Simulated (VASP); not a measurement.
NiSb (NiAs type) is relaxed at rising pressure, each step from the one before. Symmetry mostly holds the structure type, and other phases were not tried. The mesh follows the cell, and a change of mesh leaves a small step in the series.

Here is the system:

```yaml
crystal:
  lattice:
    - [1.93977, -3.35978, 0.00000]
    - [1.93977, 3.35978, 0.00000]
    - [0.00000, 0.00000, 5.03123]
  atoms:
    - { symbol: Ni, position: [0.00000, 0.00000, 0.50000] }
    - { symbol: Ni, position: [0.00000, 0.00000, 0.00000] }
    - { symbol: Sb, position: [0.33333, 0.66667, 0.25000] }
    - { symbol: Sb, position: [0.66667, 0.33333, 0.75000] }
```

Method: LDA (Ceperley-Alder, Perdew-Zunger), VASP's LDA PAW potentials (set 64) (plane waves; VASP). Settings: 500 eV cut-off, 9×9×6 Γ-centred mesh, first-order Methfessel-Paxton smearing of 0.10 eV, potentials Ni Sb.

Unless said otherwise, spin-orbit coupling is left out, though it shifts the bands of the heavy elements here.

```csv
P (GPa),V (Å³/atom),H − H(0) (eV/atom),space group,gap on the mesh (eV),k-mesh
0,16.39,0.000,P6_3/mmc,0.00,9×9×6
5,15.87,0.503,P6_3/mmc,0.00,9×9×6
10,15.43,0.991,P6_3/mmc,0.00,9×9×6
20,14.73,1.931,P6_3/mmc,0.00,9×9×6
30,14.14,2.833,P6_3/mmc,0.00,10×10×7
45,13.47,4.124,P6_3/mmc,0.00,10×10×7
```

Pressures at which the relaxation failed are left out.

The compound is NiSb in the NiAs type structure. The run is not spin-polarised, so no magnetic state was tried.
